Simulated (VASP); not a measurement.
**Dynamics of Ta2N at finite temperature**

Wanted: temperature and structure of Ta2N along a short trajectory. The start is a computed cell from the Materials Project.

Method: LDA; plane waves and PAW (Ta, N), in VASP 6.6.1.

### Step 1. Starting point

The structure is trigonal, space group P-3m1 (No. 164). The conventional cell has a = 3.113 Å, b = 3.113 Å, c = 4.870 Å, α = 90.00°, β = 90.00°, γ = 120.00°. Nearest to Ta lie 3 N at 2.18 Å. Nearest to N lie 6 Ta at 2.18 Å. Farther neighbours and most contacts between anions are not listed.

Coordinates:

```xyz
3
Lattice="3.1129 0.0000 0.0000 -1.5564 2.6958 0.0000 0.0000 0.0000 4.8698" Properties=species:S:1:pos:R:3 pbc="T T T"
Ta    0.0000    1.7972    1.2404
Ta    1.5564    0.8986    3.6294
N     0.0000    0.0000    0.0000
```

### Step 2. Relax the host

First cell and atoms are relaxed at a raised cutoff, so that later runs start from this functional's own cell.

The input, INCAR:

```
SYSTEM = Ta2N
PREC = Accurate
ENCUT = 520
EDIFF = 1E-06
NELM = 120
ISMEAR = 0
SIGMA = 0.1
LREAL = .FALSE.
ALGO = Normal
GGA = CA
NBANDS = 13
LASPH = .TRUE.
LORBIT = 11
LWAVE = .FALSE.
LCHARG = .FALSE.
KPAR = 4
IBRION = 2
NSW = 40
ISIF = 3
EDIFFG = -0.02
POTIM = 0.4
```

The input, POSCAR:

```
Ta2N
1.0
    3.1128615060      0.0000000000      0.0000000000
   -1.5564307530      2.6958171426      0.0000000000
    0.0000000000      0.0000000000      4.8698410000
Ta N
2 1
Direct
    0.3333333333      0.6666666667      0.2547110000
    0.6666666667      0.3333333333      0.7452890000
    0.0000000000      0.0000000000      0.0000000000
```

The input, KPOINTS:

```
Automatic mesh
0
Gamma
7 7 4
0 0 0
```

The projector-augmented-wave data sets are Ta and N (LDA family, release 64).

Run with:

```sh
mpirun -np 4 vasp_std
```

What it wrote:

```text
[banner, memory and clock lines left out]
running    4 mpi-ranks, on    1 nodes
 distrk:  each k-point on    1 cores,    4 groups
 distr:  one band on    1 cores,    1 groups

 POSCAR found type information on POSCAR TaN
 POSCAR found :  2 types and       3 ions
 LDA part: xc-table for (Slater(with rela. corr.)+CA(PZ))
 , standard interpolation
 POSCAR, INCAR and KPOINTS ok, starting setup
 FFT: planning ... GRIDC
 FFT: planning ... GRID_SOFT
 FFT: planning ... GRID
 WAVECAR not read
 entering main loop
       N       E                     dE             d eps       ncg     rms          rms(c)
DAV:   1     0.236120916460E+02    0.23612E+02   -0.64046E+03   728   0.985E+02
DAV:   2    -0.378280431284E+02   -0.61440E+02   -0.56410E+02   983   0.170E+02
DAV:   3    -0.410461903496E+02   -0.32181E+01   -0.30736E+01  1033   0.369E+01
DAV:   4    -0.410995085376E+02   -0.53318E-01   -0.53200E-01   898   0.460E+00
DAV:   5    -0.411004812522E+02   -0.97271E-03   -0.97184E-03  1061   0.512E-01    0.263E+01
DAV:   6    -0.382635341173E+02    0.28369E+01   -0.15902E+01   908   0.248E+01    0.126E+01
DAV:   7    -0.378190817306E+02    0.44445E+00   -0.16629E+00   828   0.895E+00    0.655E+00
DAV:   8    -0.377158883259E+02    0.10319E+00   -0.29465E-01   888   0.386E+00    0.418E-01
DAV:   9    -0.377108837764E+02    0.50045E-02   -0.39071E-02   903   0.117E+00    0.205E-01
DAV:  10    -0.377096857275E+02    0.11980E-02   -0.57782E-03   913   0.464E-01    0.763E-02
DAV:  11    -0.377095210792E+02    0.16465E-03   -0.68210E-04   931   0.172E-01    0.224E-02
DAV:  12    -0.377095247198E+02   -0.36406E-05   -0.40826E-05   912   0.468E-02    0.681E-03
DAV:  13    -0.377095247044E+02    0.15345E-07   -0.81671E-07   668   0.564E-03
   1 F= -.37709525E+02 E0= -.37707406E+02  d E =-.377095E+02
 curvature:   0.00 expect dE= 0.000E+00 dE for cont linesearch  0.000E+00
 trial: gam= 0.00000 g(F)=  0.119E-01 g(S)=  0.523E+00 ort = 0.000E+00 (trialstep = 0.100E+01)
 search vector abs. value=  0.535E+00
 bond charge predicted
       N       E                     dE             d eps       ncg     rms          rms(c)
DAV:   1    -0.379274766612E+02   -0.21795E+00   -0.19550E+01   728   0.402E+01    0.109E+01
DAV:   2    -0.374532017366E+02    0.47427E+00   -0.20454E+00   868   0.102E+01    0.642E+00
DAV:   3    -0.373948802191E+02    0.58322E-01   -0.18428E-01   843   0.322E+00    0.292E+00
DAV:   4    -0.373774717417E+02    0.17408E-01   -0.29617E-02   908   0.117E+00    0.246E-01
DAV:   5    -0.373772714725E+02    0.20027E-03   -0.20246E-03   868   0.290E-01    0.140E-01
DAV:   6    -0.373772281419E+02    0.43331E-04   -0.42459E-04   919   0.140E-01    0.243E-02
DAV:   7    -0.373772180606E+02    0.10081E-04   -0.32997E-05   921   0.430E-02    0.123E-02
DAV:   8    -0.373772184398E+02   -0.37925E-06   -0.21204E-06   739   0.101E-02
   2 F= -.37377218E+02 E0= -.37376063E+02  d E =0.332306E+00
 trial-energy change:    0.332306  1 .order    0.377945   -0.535093    1.290983
 step:   0.3260(harm=  0.2930)  dis= 0.00494  next Energy=   -37.798320 (dE=-0.888E-01)
 bond charge predicted
       N       E                     dE             d eps       ncg     rms          rms(c)
DAV:   1    -0.380572358168E+02   -0.68002E+00   -0.83569E+00   728   0.251E+01    0.766E+00
DAV:   2    -0.378379792258E+02    0.21926E+00   -0.10468E+00   888   0.708E+00    0.437E+00
DAV:   3    -0.378103240299E+02    0.27655E-01   -0.91557E-02   896   0.224E+00    0.210E+00
DAV:   4    -0.378021666164E+02    0.81574E-02   -0.15720E-02   903   0.824E-01    0.128E-01
DAV:   5    -0.378020970482E+02    0.69568E-04   -0.82391E-04   912   0.187E-01    0.840E-02
DAV:   6    -0.378020936728E+02    0.33755E-05   -0.19128E-04   911   0.936E-02    0.250E-02
DAV:   7    -0.378020826966E+02    0.10976E-04   -0.39262E-05   858   0.439E-02    0.953E-03
DAV:   8    -0.378020828041E+02   -0.10754E-06   -0.12787E-06   620   0.965E-03
   3 F= -.37802083E+02 E0= -.37800540E+02  d E =-.925581E-01
 curvature:  -0.15 expect dE=-0.446E-03 dE for cont linesearch -0.109E-03
 ZBRENT: interpolating
 opt :   0.3363  next Energy=   -37.802186 (dE=-0.927E-01)
 bond charge predicted
       N       E                     dE             d eps       ncg     rms          rms(c)
DAV:   1    -0.378022522256E+02   -0.16953E-03   -0.19504E-03   748   0.388E-01    0.108E-01
DAV:   2    -0.378022025221E+02    0.49703E-04   -0.22978E-04   893   0.105E-01    0.602E-02
DAV:   3    -0.378021961420E+02    0.63800E-05   -0.21321E-05   906   0.338E-02    0.286E-02
DAV:   4    -0.378021942519E+02    0.18902E-05   -0.37689E-06   793   0.128E-02    0.212E-03
DAV:   5    -0.378021942301E+02    0.21778E-07   -0.17527E-07   409   0.285E-03
   4 F= -.37802194E+02 E0= -.37800663E+02  d E =-.926695E-01
 curvature:  -0.14 expect dE=-0.339E-03 dE for cont linesearch -0.880E-06
 ZBRENT: interpolating
 opt :   0.3430  next Energy=   -37.802195 (dE=-0.927E-01)
 bond charge predicted
       N       E                     dE             d eps       ncg     rms          rms(c)
DAV:   1    -0.378021929749E+02    0.12770E-05   -0.85206E-04   738   0.256E-01    0.707E-02
DAV:   2    -0.378021716750E+02    0.21300E-04   -0.98536E-05   903   0.689E-02    0.396E-02
DAV:   3    -0.378021690020E+02    0.26730E-05   -0.89865E-06   911   0.220E-02    0.188E-02
DAV:   4    -0.378021682079E+02    0.79402E-06   -0.14681E-06   439   0.832E-03
   5 F= -.37802168E+02 E0= -.37800645E+02  d E =-.926435E-01
 curvature:  -0.15 expect dE=-0.416E-03 dE for cont linesearch -0.253E-04
 ZBRENT: accuracy reached
 trial: gam= 0.02279 g(F)=  0.740E-04 g(S)=  0.267E-02 ort =-0.945E-02 (trialstep = 0.869E+00)
 search vector abs. value=  0.259E-02
 bond charge predicted
       N       E                     dE             d eps       ncg     rms          rms(c)
DAV:   1    -0.378037431527E+02   -0.15742E-02   -0.75102E-02   728   0.223E+00    0.125E-01
DAV:   2    -0.378034254533E+02    0.31770E-03   -0.16706E-03  1039   0.268E-01    0.664E-02
DAV:   3    -0.378033481398E+02    0.77314E-04   -0.11311E-04   896   0.703E-02    0.283E-02
DAV:   4    -0.378033367134E+02    0.11426E-04   -0.17429E-05  1106   0.273E-02    0.106E-02
DAV:   5    -0.378033363095E+02    0.40393E-06   -0.28153E-06   735   0.101E-02
   6 F= -.37803336E+02 E0= -.37802093E+02  d E =-.116810E-02
 trial-energy change:   -0.001168  1 .order   -0.001160   -0.002197   -0.000122
 step:   0.9185(harm=  0.9198)  dis= 0.00078  next Energy=   -37.803340 (dE=-0.117E-02)
 bond charge predicted
       N       E                     dE             d eps       ncg     rms          rms(c)
DAV:   1    -0.378033410365E+02   -0.43231E-05   -0.24703E-04   758   0.128E-01    0.714E-03
DAV:   2    -0.378033399306E+02    0.11059E-05   -0.60495E-06  1031   0.163E-02    0.376E-03
DAV:   3    -0.378033397057E+02    0.22498E-06   -0.31229E-07   449   0.405E-03
   7 F= -.37803340E+02 E0= -.37802103E+02  d E =-.117150E-02
 curvature:  -0.47 expect dE=-0.122E-03 dE for cont linesearch -0.777E-08
 trial: gam= 0.00588 g(F)=  0.265E-04 g(S)=  0.232E-03 ort = 0.654E-05 (trialstep = 0.879E+00)
 search vector abs. value=  0.258E-03
 bond charge predicted
       N       E                     dE             d eps       ncg     rms          rms(c)
DAV:   1    -0.378035067448E+02   -0.16681E-03   -0.77636E-03   728   0.729E-01    0.176E-01
DAV:   2    -0.378033340302E+02    0.17271E-03   -0.81431E-04   913   0.198E-01    0.964E-02
DAV:   3    -0.378033131668E+02    0.20863E-04   -0.68578E-05   914   0.615E-02    0.465E-02
DAV:   4    -0.378033067947E+02    0.63722E-05   -0.12729E-05   913   0.232E-02    0.394E-03
DAV:   5    -0.378033066665E+02    0.12811E-06   -0.67651E-07   469   0.552E-03
   8 F= -.37803307E+02 E0= -.37802054E+02  d E =0.330391E-04
 trial-energy change:    0.000033  1 .order    0.000033   -0.000227    0.000294
 step:   0.3828(harm=  0.3828)  dis= 0.00027  next Energy=   -37.803389 (dE=-0.494E-04)
 bond charge predicted
       N       E                     dE             d eps       ncg     rms          rms(c)
DAV:   1    -0.378034535924E+02   -0.14680E-03   -0.24788E-03   728   0.413E-01    0.996E-02
DAV:   2    -0.378033978864E+02    0.55706E-04   -0.26296E-04   923   0.112E-01    0.545E-02
DAV:   3    -0.378033911860E+02    0.67005E-05   -0.22160E-05   911   0.349E-02    0.263E-02
DAV:   4    -0.378033891334E+02    0.20526E-05   -0.41164E-06   838   0.132E-02    0.225E-03
DAV:   5    -0.378033890924E+02    0.40969E-07   -0.22280E-07   399   0.317E-03
   9 F= -.37803389E+02 E0= -.37802146E+02  d E =-.493868E-04
 curvature:  -0.19 expect dE=-0.667E-05 dE for cont linesearch -0.888E-10
 trial: gam= 0.13363 g(F)=  0.308E-04 g(S)=  0.400E-05 ort = 0.346E-06 (trialstep = 0.779E+00)
 search vector abs. value=  0.396E-04
 reached required accuracy - stopping structural energy minimisation
```

Run time: 13 s. Hardware: 4 MPI ranks of AMD EPYC 9R45, shared host; peak memory 0.54 GiB.

The logs omit lines about the potential files and the build; timing stands in the text.

OUTCAR, selected parts (step 2):

```text
ion  position               nearest neighbor table
   1  0.333  0.667  0.255-   3 2.18   3 2.18   3 2.18   2 2.99   2 2.99   2 2.99   2 3.06   2 3.06
                             2 3.06
   2  0.667  0.333  0.745-   3 2.18   3 2.18   3 2.18   1 2.99   1 2.99   1 2.99   1 3.06   1 3.06
                             1 3.06
   3  0.000  0.000  0.000-   1 2.18   2 2.18   1 2.18   2 2.18   2 2.18   1 2.18

  LATTYP: Found a hexagonal cell.
 ALAT       =     3.1128615060
 C/A-ratio  =     1.5644258476

 Subroutine GETGRP returns: Found 12 space group operations
 (whereof 12 operations were pure point group operations)

The static configuration has the point symmetry D_3d.

 Found     28 irreducible k-points:

   k-points           NKPTS =     28   k-points in BZ     NKDIM =     28   number of bands    NBANDS=     13

   dimension x,y,z NGX =    24 NGY =   24 NGZ =   36
   dimension x,y,z NGXF=    48 NGYF=   48 NGZF=   72

   ENCUT  =  520.0 eV  38.22 Ry    6.18 a.u.   5.79  5.79  9.05*2*pi/ulx,y,z

   NELECT =      15.0000    total number of electrons

 k-points in reciprocal lattice and weights: Automatic mesh
   0.00000000  0.00000000  0.00000000       0.005
   0.14285714  0.00000000  0.00000000       0.031
   0.28571429 -0.00000000  0.00000000       0.031
   0.42857143  0.00000000  0.00000000       0.031
   0.14285714  0.14285714  0.00000000       0.031
   0.28571429  0.14285714  0.00000000       0.061
   0.42857143  0.14285714  0.00000000       0.031
   0.28571429  0.28571429  0.00000000       0.031
   0.00000000  0.00000000  0.25000000       0.010
[...]
0.42857143  0.14285714  0.50000000       0.031
   0.28571429  0.28571429  0.50000000       0.031

 average (electrostatic) potential at core
       1 -34.3142       2 -34.3142       3 -62.4997

 E-fermi :   8.1335

 k-point     1 :       0.0000    0.0000    0.0000
  band No.  band energies     occupation
    ...
      4       1.7259      2.00000
      5       3.3734      2.00000
      6       7.4512      2.00000
      7       7.8150      1.99999
      8       7.8150      1.99999
      9       8.2692      0.05493
     10       8.2692      0.05493
     11       8.4456      0.00001
     12       9.3365      0.00000
     13       9.3365      0.00000

 k-point     2 :       0.1429    0.0000    0.0000
  band No.  band energies     occupation
    ...
      4       1.7345      2.00000
      5       4.2285      2.00000
      6       6.0140      2.00000
      7       7.0002      2.00000
      8       7.8908      1.99940
      9       8.2792      0.03933
     10       8.4053      0.00012
     11       9.6456      0.00000
     12      10.4369      0.00000
     13      10.8356      0.00000

 k-point     3 :       0.2857   -0.0000    0.0000
  band No.  band energies     occupation
    ...
      3       0.8864      2.00000
      4       1.6317      2.00000
      5       4.1393      2.00000
      6       5.3118      2.00000
      7       6.2423      2.00000
      8       8.3896      0.00029
      9       9.6252      0.00000
     10      10.0002      0.00000
     11      10.2532      0.00000
     12      11.8839      0.00000
    ...

  Total       -0.0073756     -0.0073756     -0.0142092      0.0000000     -0.0000000      0.0000000
  in kB       -0.3033519     -0.3033519     -0.5844121      0.0000000     -0.0000000      0.0000000
  external PRESSURE =      -0.3970387 kB  Pullay stress =       0.0000000 kB

  energy-cutoff  :      520.00
  volume of cell :       38.95
      direct lattice vectors                 reciprocal lattice vectors
     3.073269970  0.000000000 -0.000000000     0.325386318  0.187861878 -0.000000000
    -1.536634985  2.661529867 -0.000000000    -0.000000000  0.375723757  0.000000000
     0.000000000 -0.000000000  4.762417053    -0.000000000  0.000000000  0.209977410

 POSITION                                       TOTAL-FORCE (eV/Angst)
 -----------------------------------------------------------------------------------
     -0.00000      1.77435      1.20901        -0.000000      0.000000     -0.019992
      1.53663      0.88718      3.55340         0.000000     -0.000000      0.019992
      0.00000      0.00000      0.00000        -0.000000     -0.000000      0.000000
 -----------------------------------------------------------------------------------
    total drift:                               -0.000000     -0.000000     -0.000000

  FREE ENERGIE OF THE ION-ELECTRON SYSTEM (eV)
  ---------------------------------------------------
  free  energy   TOTEN  =       -37.8033890924 eV

  energy  without entropy=      -37.8009034341  energy(sigma->0) =      -37.80214626

 reached required accuracy - stopping structural energy minimisation

 total charge
# of ion       s       p       d       tot
------------------------------------------
    1        0.607   0.910   3.538   5.055
    2        0.607   0.910   3.538   5.055
    3        1.235   2.503   0.000   3.739
--------------------------------------------------
tot          2.450   4.323   7.077  13.850

[... 3 further parts left out ...]
```

CONTCAR:

```
Ta2N
   1.00000000000000
     3.0732699701170638    0.0000000000000000   -0.0000000000000000
    -1.5366349850585319    2.6615298667527902   -0.0000000000000000
     0.0000000000000000   -0.0000000000000000    4.7624170532580070
  Ta              N
     2     1
Direct
     0.3333333332999970    0.6666666667000030    0.2538656242398705
     0.6666666667000030    0.3333333332999970    0.7461343757601295
     0.0000000000000000    0.0000000000000000    0.0000000000000000
```

This run has no spin polarisation. Its electron count is odd, so without a moment it is a metal by construction. The k-mesh is coarse for a metal. The data set Ta keeps the semicore shell frozen, which is cheaper and a little less accurate. The run keeps the 12 symmetry operations of its start, so it cannot find a distortion of lower symmetry.

Relaxation path:

```
step  energy less that of the first step (eV)  largest force (eV/Å)  pressure (GPa)  volume (Å³)
   1                                   0.0000                0.3928          -14.38        40.87
   2                                   0.3323                1.1743           40.26        35.35
   3                                  -0.0926                0.0062           -0.50        39.01
   4                                  -0.0927                0.0208            0.02        38.95
   5                                  -0.0926                0.0310            0.34        38.91
   6                                  -0.0938                0.0157            0.32        38.91
   7                                  -0.0938                0.0185            0.32        38.91
   8                                  -0.0938                0.0218           -0.50        39.01
   9                                  -0.0939                0.0200           -0.04        38.95
```

```
conventional cell, symmetrised  before  after  change
                         a (Å)   3.113  3.073  -1.3 %
                         b (Å)   3.113  3.073  -1.3 %
                         c (Å)   4.870  4.762  -2.2 %
              volume (Å³/atom)   13.62  12.98  -4.7 %
```

Final coordinates:

```cif
data_structure
_symmetry_space_group_name_H-M 'P 1'
_symmetry_Int_Tables_number 1
_cell_length_a 3.0733
_cell_length_b 3.0733
_cell_length_c 4.7624
_cell_angle_alpha 90.000
_cell_angle_beta 90.000
_cell_angle_gamma 120.000
_cell_volume 38.95
loop_
_atom_site_label
_atom_site_type_symbol
_atom_site_fract_x
_atom_site_fract_y
_atom_site_fract_z
_atom_site_occupancy
Ta1 Ta 0.33333 0.66667 0.25387 1
Ta2 Ta 0.66667 0.33333 0.74613 1
N3 N 0.00000 0.00000 0.00000 1
```

Numbers from this step:

```yaml
electronic_cycles: 56
electrons: 15
free_energy_toten: -37.80 eV
energy_at_zero_smearing: -37.80 eV
fermi_energy: 8.133 eV
labelled_metallic_from_the_levels_on_this_mesh: yes
```

The run ended after 9 ionic steps, 0.094 eV below its first step, once forces and stress met EDIFFG = -0.02.

(Part 1 of 3 ends here.)

[Lines on the potential files, build, host, timing and source positions are cut from VASP's logs without a mark.]

[Logs are printed without paths, hosts, clocks, repeated set-up lines and the standing remarks that a program may print on its own settings, such as how far it seeks lower states.]

[Hosts, paths, dates, database ids (printed as entryN), source tags and the programs' standing remarks are cut or masked in the printed files.]

[Runs that stopped without an error message from VASP are left out.]
